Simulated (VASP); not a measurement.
Runs of VASP 6.6.1 on W. The structure is cubic, space group Fm-3m (No. 225). The conventional cell has a = 4.027 Å, b = 4.027 Å, c = 4.027 Å, α = 90.00°, β = 90.00°, γ = 90.00°. W (site symmetry m-3m) is surrounded by 12 W at 2.85 Å. This isn't the form of W at room conditions, which is bcc.

```csv
task,cell,k mesh,cutoff (eV),gap on the mesh (eV),pressure (GPa)
single point,"Fm-3m, 16.32 Å³/atom",15 × 15 × 15,520,none,-10.1
single point,"Fm-3m, 15.69 Å³/atom",14 × 14 × 14,520,none,(a)
relaxation of cell and atoms,relaxed,14 × 14 × 14,600,none,0.0
single point,"Fm-3m, 15.69 Å³/atom",22 × 22 × 22,520,none,1.6
```

Alike in all rows: level LDA; potentials or basis VASP PAW LDA potentials, release 64 (W_sv); no spin polarisation; smearing fermi-dirac 0.1 eV.

Question: Fill in the values left out.

Answer: (a) 1.8.

A k mesh can miss the band edges, and the runs leave out spin-orbit coupling on W.

A gap of «none» marks a metal or a gap under the smearing width.
